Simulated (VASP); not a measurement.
Computed with PBEsol GGA, VASP's PBE PAW potentials (set 64) (plane waves; VASP).

VASP input:

KPOINTS:
```
Automatic
0
G
 9 9 9
0 0 0
```

**POSCAR**
```
Ni3Si
1
    3.4386050241    -0.0000000000    -0.0000000000
   -0.0000000000     3.4386050241    -0.0000000000
    0.0000000000     0.0000000000     3.4386050241
Si Ni
1 3
Direct
  0.0000000000   0.0000000000   0.0000000000
  0.0000000000   0.5000000000   0.5000000000
  0.5000000000   0.0000000000   0.5000000000
  0.5000000000   0.5000000000   0.0000000000
```

INCAR:
```
ALGO = Normal
EDIFF = 1E-6
EDIFFG = -0.02
ENCUT = 500
GGA = PS
IBRION = 2
ISIF = 3
ISMEAR = 1
LASPH = .True.
LCHARG = .False.
LMAXMIX = 4
LREAL = .False.
LWAVE = .False.
NELM = 100
NSW = 40
PREC = Accurate
PSTRESS = 50
SIGMA = 0.1
SYSTEM = Ni3Si
```

POTCAR, in this order: Si Ni (PBE.64 set). Program: vasp_std.

Output

### OSZICAR
```
       N       E                     dE             d eps       ncg     rms          rms(c)
DAV:   1     0.198933782024E+03    0.19893E+03   -0.15268E+04  1470   0.211E+03
DAV:   2    -0.190215215593E+02   -0.21796E+03   -0.21072E+03  1470   0.374E+02
DAV:   3    -0.303074248621E+02   -0.11286E+02   -0.10893E+02  1608   0.113E+02
DAV:   4    -0.305801815099E+02   -0.27276E+00   -0.26912E+00  1745   0.154E+01
DAV:   5    -0.305896213160E+02   -0.94398E-02   -0.94327E-02  1735   0.273E+00    0.220E+01
DAV:   6    -0.298337377453E+02    0.75588E+00   -0.60904E+01  1679   0.129E+02    0.165E+01
DAV:   7    -0.263698745684E+02    0.34639E+01   -0.17127E+01  1628   0.701E+01    0.460E+00
DAV:   8    -0.263018766279E+02    0.67998E-01   -0.72398E-01  1586   0.706E+00    0.152E+00
DAV:   9    -0.262822982755E+02    0.19578E-01   -0.35099E-02  1967   0.270E+00    0.579E-01
DAV:  10    -0.262796422928E+02    0.26560E-02   -0.38358E-03  1946   0.506E-01    0.226E-01
DAV:  11    -0.262792619102E+02    0.38038E-03   -0.62018E-04  2264   0.305E-01    0.546E-02
DAV:  12    -0.262792556571E+02    0.62531E-05   -0.93863E-05  1590   0.117E-01    0.154E-02
DAV:  13    -0.262792550046E+02    0.65253E-06   -0.59473E-06  1608   0.181E-02
   1 F= -.25010417E+02 E0= -.25010571E+02  d E =-.250104E+02
```

**OUTCAR**
```
------------------------ aborting loop because EDIFF is reached ----------------------------------------
  FORCE on cell =-STRESS in cart. coord.  units (eV):
  Direction    XX          YY          ZZ          XY          YZ          ZX
  --------------------------------------------------------------------------------------
  Total        1.2674408      1.2674408      1.2674408      0.0000000     -0.0000000      0.0000000
  in kB       49.9449263     49.9449263     49.9449263      0.0000000     -0.0000000      0.0000000
  external PRESSURE =      -0.0550737 kB  Pullay stress =      50.0000000 kB
  volume of cell :       40.66
      direct lattice vectors                 reciprocal lattice vectors
     3.438605024  0.000000000  0.000000000     0.290815605  0.000000000  0.000000000
     0.000000000  3.438605024  0.000000000     0.000000000  0.290815605  0.000000000
     0.000000000  0.000000000  3.438605024     0.000000000  0.000000000  0.290815605
 POSITION                                       TOTAL-FORCE (eV/Angst)
 -----------------------------------------------------------------------------------
      0.00000      0.00000      0.00000         0.000000      0.000000      0.000000
      0.00000      1.71930      1.71930         0.000000      0.000000      0.000000
      1.71930      0.00000      1.71930         0.000000      0.000000      0.000000
      1.71930      1.71930      0.00000         0.000000      0.000000      0.000000
 -----------------------------------------------------------------------------------
    total drift:                                0.000000      0.000000      0.000000
  FREE ENERGIE OF THE ION-ELECTRON SYSTEM (eV)
  ---------------------------------------------------
  free  energy   TOTEN  =       -26.2792550046 eV

  energy  without entropy=      -26.2797177056  energy(sigma->0) =      -26.27940924
  enthalpy is  TOTEN    =       -25.0104166382 eV   P V=        1.2688383663

 reached required accuracy - stopping structural energy minimisation
```
(Selected blocks of OUTCAR.)

The compound is Ni3Si in the L1_2 structure. It was relaxed first under an external pressure of 5 GPa. The run is not spin-polarised, so no magnetic state was tried.
